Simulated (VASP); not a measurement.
Computed with r2SCAN meta-GGA, VASP's PBE PAW potentials (set 64) (plane waves; VASP).

VASP ran on this input.

KPOINTS_OPT:
```
k-points along high-symmetry lines
10
Line-mode
Reciprocal
  0.000000   0.000000   0.000000 ! GAMMA
  0.500000  -0.500000   0.500000 ! H

  0.500000  -0.500000   0.500000 ! H
  0.000000   0.000000   0.500000 ! N

  0.000000   0.000000   0.500000 ! N
  0.000000   0.000000   0.000000 ! GAMMA

  0.000000   0.000000   0.000000 ! GAMMA
  0.250000   0.250000   0.250000 ! P

  0.250000   0.250000   0.250000 ! P
  0.500000  -0.500000   0.500000 ! H

  0.250000   0.250000   0.250000 ! P
  0.000000   0.000000   0.500000 ! N
```

INCAR:
```
SYSTEM = Ca
PREC = Accurate; ENCUT = 400; LREAL = .False.
LASPH = .True.
EDIFF = 1E-7; NELM = 100; ALGO = Normal
LMIXTAU = .True.
ISMEAR = -5
METAGGA = R2SCAN
ISIF = 2
LWAVE = .False.; LCHARG = .False.; LORBIT = 11
NEDOS = 601
```

POSCAR:
```
Ca
1
   -2.2144240000     2.2144240000     2.2144240000
    2.2144240000    -2.2144240000     2.2144240000
    2.2144240000     2.2144240000    -2.2144240000
Ca
1
Direct
  0.0000000000   0.0000000000   0.0000000000
```

**KPOINTS**
```
Automatic
0
G
  13 13 13
```

POTCAR, in this order: Ca_sv (PBE.64 set). Program: vasp_std.

Question: What will the output report for the number of irreducible k-points (NKPTS), number of bands (NBANDS), largest plane-wave count, number of space-group operations, FFT grid (NGX, NGY, NGZ)?

Answer: 
```json
{
  "number of irreducible k-points (NKPTS)": "84",
  "number of bands (NBANDS)": "9",
  "largest_plane_wave_count": "802",
  "number_of_space_group_operations": "48",
  "FFT grid (NGX, NGY, NGZ)": "28 × 28 × 28"
}
```

The structure was generated: Ca was put into the bcc type (Im-3m), which need not be its known phase. The cell was not relaxed at this level.
